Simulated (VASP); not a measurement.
The input files of a VASP run:

INCAR:
```
# general
SYSTEM   =  Tc
PREC     =  Accurate
ENCUT    =  520
LREAL    =  .FALSE.
LASPH    =  .TRUE.   # aspherical one-centre terms

# electronic loop
EDIFF    =  1E-7   # SCF stop (eV)
NELM     =  100   # most electronic steps
ALGO     =  Normal   # blocked Davidson
LMAXMIX  =  4   # l cut-off of mixed one-centre charges

# smearing
ISMEAR   =  1   # Methfessel-Paxton
SIGMA    =  0.1   # width (eV)

# ions
IBRION   =  2   # conjugate gradients
NSW      =  30   # most ionic steps
ISIF     =  4   # ions and shape, fixed volume
EDIFFG   =  -0.01   # ionic stop

# output
LWAVE    =  .FALSE.
LCHARG   =  .FALSE.
```

**KPOINTS**
```
Automatic
0
G
15 15 9
```

**POSCAR**
```
Tc
1.0
  1.3409017793  -2.3225103860   0.0000000000
  1.3409017793   2.3225103860   0.0000000000
  0.0000000000   0.0000000000   4.2884132023
Tc
2
Cart
  1.3409017793   0.7741716770   1.0721033006
  1.3409017793  -0.7741716770   3.2163099017
```

POTCAR, in this order: Tc_pv (LDA.64 set). Program: vasp_std.

Task: Translate this LDA calculation to Quantum ESPRESSO's pw.x.

Result: One equivalent input (not run):
```
&CONTROL
  calculation = 'vc-relax'
  pseudo_dir = './pseudo'
  outdir = './out'
  tprnfor = .true.
  tstress = .true.
  nstep = 30
  forc_conv_thr = 0.00039
/
&SYSTEM
  ibrav = 0
  nat = 2
  ntyp = 1
  ecutwfc = 88
  occupations = 'smearing'
  smearing = 'methfessel-paxton'
  degauss = 0.00735
  input_dft = 'pz'
/
&ELECTRONS
  conv_thr = 7.3e-09
  electron_maxstep = 100
/
&IONS
/
&CELL
  cell_dofree = 'shape'
/
ATOMIC_SPECIES
  Tc 97.907 Tc.upf
CELL_PARAMETERS angstrom
     1.3409018   -2.3225104    0.0000000
     1.3409018    2.3225104    0.0000000
     0.0000000    0.0000000    4.2884132
ATOMIC_POSITIONS crystal
  Tc   0.3333330  0.6666670  0.2500000
  Tc   0.6666670  0.3333330  0.7500000
K_POINTS automatic
  15 15 9 0 0 0
```
The two are equivalent in intent, not identical: the potentials are each code's own (VASP's PAW set, PseudoDojo norm-conserving files in pw.x), so ENCUT and ecutwfc are chosen apart and not converted; conv_thr bounds pw.x's estimated SCF error, while EDIFF bounds the energy change between steps; forc_conv_thr acts on force components and is met together with etot_conv_thr.

The compound is Tc in the hcp structure. This cell is one point of a volume scan, at 0.97 of the reference volume. Symmetry was kept, so distortions that lower it aren't found.
